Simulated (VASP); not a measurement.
```
CELL_PARAMETERS angstrom
      2.72000     0.00000     0.00000
      0.00000     2.72000     0.00000
      0.00000     0.00000     3.71000
ATOMIC_POSITIONS crystal
  Fe 0.00000 0.00000 0.00000
  Pt 0.50000 0.50000 0.50000
```
Starting moments (μB, in the order of the record's atoms Fe Pt): 3.0 0.0.

All values below come from r2SCAN meta-GGA, VASP's PBE PAW potentials (set 64) (plane waves; VASP). Settings: 400 eV cut-off, 12×12×9 Γ-centred mesh, first-order Methfessel-Paxton smearing of 0.10 eV, potentials Fe Pt.

Task: The ions, cell shape and volume are relaxed. Which structure does the run end with?

Result: 
```
CELL_PARAMETERS angstrom
      2.73225     0.00000     0.00000
      0.00000     2.73225     0.00000
      0.00000     0.00000     3.72574
ATOMIC_POSITIONS crystal
  Fe 0.00000 0.00000 0.00000
  Pt 0.50000 0.50000 0.50000
```
Space group P4/mmm (123), at a tolerance of 0.03 Å. The cell ends with 3.56 μB, on the sites 3.26 0.34 μB.

Task: How do energy and volume change from the first to the last step?

Result: The energy (σ→0) changes by -1.7 meV/atom and the volume by +1.3 %, in 6 ionic steps.

The compound is FePt in the L1_0 structure. This run relaxes it. Symmetry was kept, so distortions that lower it aren't found.
